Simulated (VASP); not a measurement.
# A VASP study of Ta3Ti2 (PBE + D3): structure first, properties next

Wanted: the relaxed cell of Ta3Ti2 and its properties. The steps: rough relaxation of the start cell, full relaxation (PBE + D3), second relaxation, density, ELF and potential (PBE + D3), bands along the symmetry lines (PBE + D3), density of states (PBE + D3), volume scan with PBE + D3 and fit for PBE + D3. The cell is invented: other elements were put on sites of a known structure type. It may not be a known or stable phase.

Program: VASP 6.6.1. Level of theory: PBE with D3; plane waves and PAW (Ti_sv, Ta_pv); invented cell. Results are calculated unless marked as measured.

## Step 1: Set-up

Before any relaxation, the start is as follows. It takes space group P-4m2 (No. 115, tetragonal). Conventional cell: a = 3.287 Å, b = 3.287 Å, c = 6.718 Å, α = 90.00°, β = 90.00°, γ = 90.00°. Nearest to Ti lie 7 Ta at 2.41 to 2.50 Å. Nearest to Ta lie 5 Ti at 2.42 to 2.50 Å. Ta has 4 Ti at 2.41 Å nearest. Farther neighbours are not listed.

As a file:

```
Ti Ta
1.0
     3.28659    0.00000    0.00000
     0.00000    3.28659    0.00000
     0.00000    0.00000    6.71799
Ti Ta
2 3
Direct
  0.50000 0.00000 0.26216
  0.00000 0.50000 0.73784
  0.00000 0.50000 0.36525
  0.50000 0.00000 0.63475
  0.50000 0.50000 0.00000
```

## Step 2: Rough relaxation of the start cell

The start is only an estimate, so a cheap relaxation brings it near a minimum before any careful run. PBE, the usual starting point, adds the gradient of the density. A dispersion term adds the long-range attraction that semilocal functionals lack. D3 makes the C6 coefficients depend on coordination; zero damping switches the term off at short range.

The input, INCAR:

```
SYSTEM = Ta3Ti2
PREC = Normal
ENCUT = 400
EDIFF = 1E-05
NELM = 60
ISMEAR = 1
SIGMA = 0.2
LREAL = .FALSE.
ALGO = Fast
GGA = PE
IVDW = 11
NBANDS = 35
LORBIT = 11
LWAVE = .FALSE.
LCHARG = .FALSE.
KPAR = 2
IBRION = 2
NSW = 40
ISIF = 3
EDIFFG = -0.04
```

The input, POSCAR:

```
Ta3Ti2
1.0
    3.2865904900      0.0000000000      0.0000000000
    0.0000000000      3.2865904900      0.0000000000
    0.0000000000      0.0000000000      6.7179861700
Ti Ta
2 3
Direct
    0.5000000000      0.0000000000      0.2621575700
    0.0000000000      0.5000000000      0.7378424300
    0.0000000000      0.5000000000      0.3652538100
    0.5000000000      0.0000000000      0.6347461900
    0.5000000000      0.5000000000      0.0000000000
```

The input, KPOINTS:

```
Automatic mesh
0
Gamma
5 5 3
0 0 0
```

Potentials, in the order of the species: Ti_sv and Ta_pv (PBE family, release 64).

On the command line:

```sh
mpirun -np 2 vasp_std
```

Log:

```text
[banner, memory and clock lines left out]
running    2 mpi-ranks, on    1 nodes
 distrk:  each k-point on    1 cores,    2 groups
 distr:  one band on    1 cores,    1 groups

 POSCAR found type information on POSCAR TiTa
 POSCAR found :  2 types and       5 ions
 LDA part: xc-table for (Slater+PW92), standard interpolation
 POSCAR, INCAR and KPOINTS ok, starting setup
 FFT: planning ... GRIDC
 FFT: planning ... GRID_SOFT
 FFT: planning ... GRID
 WAVECAR not read
 entering main loop
       N       E                     dE             d eps       ncg     rms          rms(c)
DAV:   1     0.658909391004E+03    0.65891E+03   -0.26865E+04   856   0.165E+03
DAV:   2     0.196055601261E+02   -0.63930E+03   -0.62922E+03   840   0.527E+02
DAV:   3    -0.398413195478E+02   -0.59447E+02   -0.57725E+02  1406   0.136E+02
DAV:   4    -0.446495025714E+02   -0.48082E+01   -0.47073E+01  1152   0.314E+01
DAV:   5    -0.448407714796E+02   -0.19127E+00   -0.19078E+00  1184   0.619E+00    0.368E+01
RMM:   6    -0.440415623779E+02    0.79921E+00   -0.11526E+01  1074   0.178E+01    0.179E+01
RMM:   7    -0.436500034856E+02    0.39156E+00   -0.45340E+00  1019   0.121E+01    0.121E+01
RMM:   8    -0.430044405462E+02    0.64556E+00   -0.12600E+00  1041   0.700E+00    0.174E+00
RMM:   9    -0.429817927042E+02    0.22648E-01   -0.39543E-01  1145   0.317E+00    0.111E+00
RMM:  10    -0.430169678645E+02   -0.35175E-01   -0.32251E-01  1165   0.234E+00    0.100E+00
RMM:  11    -0.430033391968E+02    0.13629E-01   -0.10597E-01  1096   0.204E+00    0.395E-01
RMM:  12    -0.430080853494E+02   -0.47462E-02   -0.49326E-02  1391   0.757E-01    0.522E-01
RMM:  13    -0.430095607797E+02   -0.14754E-02   -0.14381E-02  1400   0.377E-01    0.589E-01
RMM:  14    -0.430085908561E+02    0.96992E-03   -0.82659E-03  1168   0.443E-01    0.509E-01
RMM:  15    -0.430217751243E+02   -0.13184E-01   -0.83923E-02  1312   0.128E+00    0.126E+00
RMM:  16    -0.430084827651E+02    0.13292E-01   -0.39445E-02  1181   0.111E+00    0.438E-01
RMM:  17    -0.430125315316E+02   -0.40488E-02   -0.41399E-02  1169   0.766E-01    0.654E-01
RMM:  18    -0.430120695388E+02    0.46199E-03   -0.35545E-03  1130   0.258E-01    0.656E-01
WARNING in EDDRMM: call to ZHEGV failed, returncode =   6  3     22
RMM:  19    -0.430123346613E+02   -0.26512E-03   -0.14252E-03  1181   0.125E-01    0.642E-01
RMM:  20    -0.430106316148E+02    0.17030E-02   -0.13023E-03  1118   0.183E-01    0.525E-01
RMM:  21    -0.430092694255E+02    0.13622E-02   -0.30338E-03  1177   0.234E-01    0.381E-01
RMM:  22    -0.430086126323E+02    0.65679E-03   -0.51936E-03  1190   0.319E-01    0.167E-01
RMM:  23    -0.430086934597E+02   -0.80827E-04   -0.11940E-03  1141   0.116E-01    0.136E-01
RMM:  24    -0.430087098522E+02   -0.16392E-04   -0.27109E-04   928   0.555E-02    0.155E-01
RMM:  25    -0.430087295386E+02   -0.19686E-04   -0.20641E-04   897   0.503E-02    0.155E-01
RMM:  26    -0.430087745255E+02   -0.44987E-04   -0.24532E-04   930   0.813E-02    0.861E-02
RMM:  27    -0.430087704921E+02    0.40334E-05   -0.12452E-04   756   0.466E-02    0.515E-02
RMM:  28    -0.430087651262E+02    0.53658E-05   -0.98255E-05   749   0.304E-02
   1 F= -.46219173E+02 E0= -.46212785E+02  d E =-.462192E+02
 curvature:   0.00 expect dE= 0.000E+00 dE for cont linesearch  0.000E+00
 trial: gam= 0.00000 g(F)=  0.367E+00 g(S)=  0.180E+02 ort = 0.000E+00 (trialstep = 0.100E+01)
 search vector abs. value=  0.183E+02
 bond charge predicted
       N       E                     dE             d eps       ncg     rms          rms(c)
DAV:   1    -0.273109942884E+03   -0.23010E+03   -0.65687E+03   934   0.850E+02    0.138E+02
RMM:   2    -0.333185196956E+02    0.23979E+03   -0.58584E+02  1018   0.264E+02    0.527E+01
RMM:   3    -0.103518496982E+02    0.22967E+02   -0.13689E+02  1173   0.959E+01    0.389E+01
RMM:   4     0.651795712742E+00    0.11004E+02   -0.26200E+02  1163   0.917E+01    0.982E+00
RMM:   5    -0.111715885440E+02   -0.11823E+02   -0.12212E+02  1180   0.372E+01    0.681E+00
RMM:   6    -0.168976836392E+02   -0.57261E+01   -0.66048E+01  1234   0.243E+01    0.761E+00
RMM:   7    -0.235289127363E+02   -0.66312E+01   -0.63654E+01  1408   0.202E+01    0.890E+00
RMM:   8    -0.299092462035E+02   -0.63803E+01   -0.59653E+01  1384   0.161E+01    0.110E+01
RMM:   9    -0.361897175638E+02   -0.62805E+01   -0.46786E+01  1248   0.182E+01    0.150E+01
RMM:  10    -0.501617952716E+02   -0.13972E+02   -0.63547E+01  1224   0.251E+01    0.243E+01
RMM:  11    -0.451707293873E+02    0.49911E+01   -0.26938E+01  1237   0.186E+01    0.189E+01
RMM:  12    -0.612572438541E+02   -0.16087E+02   -0.39721E+01  1291   0.255E+01    0.286E+01
RMM:  13    -0.714450861698E+02   -0.10188E+02   -0.37132E+01  1317   0.171E+01    0.367E+01
RMM:  14    -0.693291355618E+02    0.21160E+01   -0.17041E+01  1241   0.126E+01    0.328E+01
RMM:  15    -0.743487607351E+02   -0.50196E+01   -0.15045E+01  1296   0.119E+01    0.361E+01
RMM:  16    -0.764922519636E+02   -0.21435E+01   -0.16266E+01  1359   0.906E+00    0.352E+01
RMM:  17    -0.740387846032E+02    0.24535E+01   -0.84833E+00  1275   0.973E+00    0.354E+01
RMM:  18    -0.704146656578E+02    0.36241E+01   -0.75664E+00  1280   0.100E+01    0.331E+01
RMM:  19    -0.556950054550E+02    0.14720E+02   -0.14631E+01  1409   0.188E+01    0.250E+01
RMM:  20    -0.527086553222E+02    0.29864E+01   -0.15178E+01  1364   0.105E+01    0.233E+01
RMM:  21    -0.546969225437E+02   -0.19883E+01   -0.92097E+00  1301   0.842E+00    0.239E+01
RMM:  22    -0.544595025180E+02    0.23742E+00   -0.10703E+01  1299   0.796E+00    0.230E+01
RMM:  23    -0.527966635535E+02    0.16628E+01   -0.90683E+00  1286   0.849E+00    0.218E+01
RMM:  24    -0.523349425757E+02    0.46172E+00   -0.78237E+00  1290   0.734E+00    0.211E+01
RMM:  25    -0.530556146707E+02   -0.72067E+00   -0.70281E+00  1351   0.653E+00    0.213E+01
RMM:  26    -0.506265076534E+02    0.24291E+01   -0.72064E+00  1322   0.821E+00    0.197E+01
RMM:  27    -0.445694332056E+02    0.60571E+01   -0.10190E+01  1406   0.120E+01    0.159E+01
RMM:  28    -0.457859546708E+02   -0.12165E+01   -0.81076E+00  1312   0.685E+00    0.164E+01
RMM:  29    -0.457502422150E+02    0.35712E-01   -0.75825E+00  1308   0.651E+00    0.155E+01
RMM:  30    -0.458603669824E+02   -0.11012E+00   -0.74235E+00  1309   0.591E+00    0.154E+01
[...]
RMM:  49    -0.431996525816E+02   -0.11350E+00   -0.10729E+00  1398   0.193E+00    0.754E+00
RMM:  50    -0.431689613347E+02    0.30691E-01   -0.65612E-01  1400   0.209E+00    0.712E+00
RMM:  51    -0.432342799806E+02   -0.65319E-01   -0.65513E-01  1379   0.147E+00    0.722E+00
RMM:  52    -0.442773173212E+02   -0.10430E+01   -0.16273E+01  1538   0.203E+01    0.982E+00
RMM:  53    -0.440997077480E+02    0.17761E+00   -0.38074E+00  1502   0.498E+00    0.991E+00
RMM:  54    -0.441867096752E+02   -0.87002E-01   -0.27855E+00  1386   0.307E+00    0.107E+01
RMM:  55    -0.449250359809E+02   -0.73833E+00   -0.20017E+00  1469   0.312E+00    0.129E+01
RMM:  56    -0.446530087085E+02    0.27203E+00   -0.84975E-01  1387   0.217E+00    0.125E+01
RMM:  57    -0.447506430940E+02   -0.97634E-01   -0.10245E+00  1511   0.236E+00    0.128E+01
RMM:  58    -0.448932836332E+02   -0.14264E+00   -0.71289E-01  1414   0.155E+00    0.133E+01
RMM:  59    -0.450472537103E+02   -0.15397E+00   -0.44301E-01  1384   0.128E+00    0.138E+01
RMM:  60    -0.449159166674E+02    0.13134E+00   -0.35038E-01  1369   0.117E+00
|                                                                             |
|           W    W    AA    RRRRR   N    N  II  N    N   GGGG   !!!           |
|           W    W   A  A   R    R  NN   N  II  NN   N  G    G  !!!           |
|           W    W  A    A  R    R  N N  N  II  N N  N  G       !!!           |
|           W WW W  AAAAAA  RRRRR   N  N N  II  N  N N  G  GGG   !            |
|           WW  WW  A    A  R   R   N   NN  II  N   NN  G    G                |
|           W    W  A    A  R    R  N    N  II  N    N   GGGG   !!!           |
|                                                                             |
|     The electronic self-consistency was not achieved in the given           |
|     number of steps (NELM). The forces and other quantities evaluated       |
|     might not be reliable so examine the results carefully. If you find     |
|     spurious results, we suggest increasing NELM, if you were close to      |
|     convergence or switching to a different ALGO or adjusting the           |
|     density mixing parameters otherwise.                                    |
|                                                                             |

   2 F= -.46480552E+02 E0= -.46485294E+02  d E =-.261379E+00
[...]
|     The electronic self-consistency was not achieved in the given           |
[... from here on, the cycles between the ionic steps are left out ...]
   3 F= 0.11263517E+03 E0= 0.11265672E+03  d E =0.158854E+03
[...]
WARNING in EDDRMM: call to ZHEGV failed, returncode =   8  4     13
[...]
|     The electronic self-consistency was not achieved in the given           |
   4 F= -.41575353E+02 E0= -.41574611E+02  d E =0.464382E+01
   5 F= -.42897404E+02 E0= -.42899359E+02  d E =0.332177E+01
   6 F= -.43600251E+02 E0= -.43602916E+02  d E =0.261892E+01
   7 F= -.43942814E+02 E0= -.43945817E+02  d E =0.227636E+01
   8 F= -.44184992E+02 E0= -.44183636E+02  d E =-.242177E+00
[...]
WARNING in EDDRMM: call to ZHEGV failed, returncode =   6  3     19
   9 F= -.49506467E+02 E0= -.49509274E+02  d E =-.556365E+01
  10 F= -.49538705E+02 E0= -.49541256E+02  d E =-.559589E+01
  11 F= -.49538542E+02 E0= -.49541356E+02  d E =-.559573E+01
  12 F= -.49904891E+02 E0= -.49910174E+02  d E =-.366349E+00
  13 F= -.49904438E+02 E0= -.49905393E+02  d E =-.365895E+00
  14 F= -.50164489E+02 E0= -.50169979E+02  d E =-.625946E+00
  15 F= -.50373982E+02 E0= -.50377300E+02  d E =-.209493E+00
  16 F= -.50462835E+02 E0= -.50464090E+02  d E =-.298346E+00
  17 F= -.50640807E+02 E0= -.50645675E+02  d E =-.177971E+00
  18 F= -.50692738E+02 E0= -.50694212E+02  d E =-.229903E+00
  19 F= -.50710039E+02 E0= -.50707167E+02  d E =-.247204E+00
[...]
WARNING in EDDRMM: call to ZHEGV failed, returncode =   6  3     20
  20 F= -.50716815E+02 E0= -.50713867E+02  d E =-.253980E+00
  21 F= -.50765742E+02 E0= -.50766305E+02  d E =-.489268E-01
  22 F= -.50765809E+02 E0= -.50766446E+02  d E =-.489938E-01
  23 F= -.50797600E+02 E0= -.50798437E+02  d E =-.317905E-01
  24 F= -.50808444E+02 E0= -.50808710E+02  d E =-.426354E-01
  25 F= -.50832383E+02 E0= -.50832264E+02  d E =-.239383E-01
  26 F= -.50852099E+02 E0= -.50851626E+02  d E =-.436547E-01
  27 F= -.50853976E+02 E0= -.50853275E+02  d E =-.455320E-01
  28 F= -.50866429E+02 E0= -.50865978E+02  d E =-.124523E-01
  29 F= -.50870901E+02 E0= -.50871306E+02  d E =-.169243E-01
  30 F= -.50871168E+02 E0= -.50871879E+02  d E =-.171912E-01
  31 F= -.50879345E+02 E0= -.50880601E+02  d E =-.817705E-02
  32 F= -.50883615E+02 E0= -.50885263E+02  d E =-.124471E-01
  33 F= -.50884083E+02 E0= -.50885827E+02  d E =-.129152E-01
  34 F= -.50885189E+02 E0= -.50886950E+02  d E =-.110590E-02
  35 F= -.50885597E+02 E0= -.50887371E+02  d E =-.151365E-02
  36 F= -.50885377E+02 E0= -.50887188E+02  d E =-.129458E-02
  37 F= -.50885681E+02 E0= -.50887463E+02  d E =-.159785E-02
 curvature:  -0.12 expect dE=-0.179E-03 dE for cont linesearch -0.262E-06
 trial: gam= 0.56413 g(F)=  0.529E-03 g(S)=  0.103E-02 ort = 0.806E-04 (trialstep = 0.622E+00)
 search vector abs. value=  0.256E-02
 bond charge predicted
       N       E                     dE             d eps       ncg     rms          rms(c)
DAV:   1    -0.483734319260E+02   -0.10199E-01   -0.26130E-01   986   0.627E+00    0.535E-01
RMM:   2    -0.483718011656E+02    0.16308E-02   -0.35249E-02   992   0.138E+00    0.186E-01
RMM:   3    -0.483712346318E+02    0.56653E-03   -0.59590E-03  1071   0.572E-01    0.121E-01
RMM:   4    -0.483712011322E+02    0.33500E-04   -0.33455E-03  1158   0.377E-01    0.654E-02
RMM:   5    -0.483712817925E+02   -0.80660E-04   -0.93250E-04  1320   0.181E-01    0.432E-02
RMM:   6    -0.483713417368E+02   -0.59944E-04   -0.52247E-04  1219   0.996E-02    0.231E-02
RMM:   7    -0.483713698957E+02   -0.28159E-04   -0.20078E-04  1137   0.706E-02    0.187E-02
RMM:   8    -0.483713918661E+02   -0.21970E-04   -0.16599E-04  1052   0.525E-02    0.850E-03
RMM:   9    -0.483713994123E+02   -0.75462E-05   -0.78148E-05   982   0.411E-02
  38 F= -.50886111E+02 E0= -.50888018E+02  d E =-.429987E-03
 trial-energy change:   -0.000430  1 .order   -0.000463   -0.000999    0.000073
 step:   0.5796(harm=  0.5796)  dis= 0.00331  next Energy=   -50.886146 (dE=-0.465E-03)
 reached required accuracy - stopping structural energy minimisation
```

Elapsed: 2.4 min, on 2 MPI ranks of Intel Xeon 6975P-C (Granite Rapids), shared host; peak memory 0.32 GiB; 4.8 min of CPU time.

The logs omit lines about the potential files and the build; timing stands in the text.

(Part 1 of 7 ends here.)

[Lines on the potential files, build, host, timing and source positions are cut from VASP's logs without a mark.]

[Logs are printed without paths, hosts, clocks, repeated set-up lines and the standing remarks that a program may print on its own settings, such as how far it seeks lower states.]

[Hosts, paths, dates, database ids (printed as entryN), source tags and the programs' standing remarks are cut or masked in the printed files.]

[A measured line is paired with the nearest computed mode of its activity, which favours agreement.]
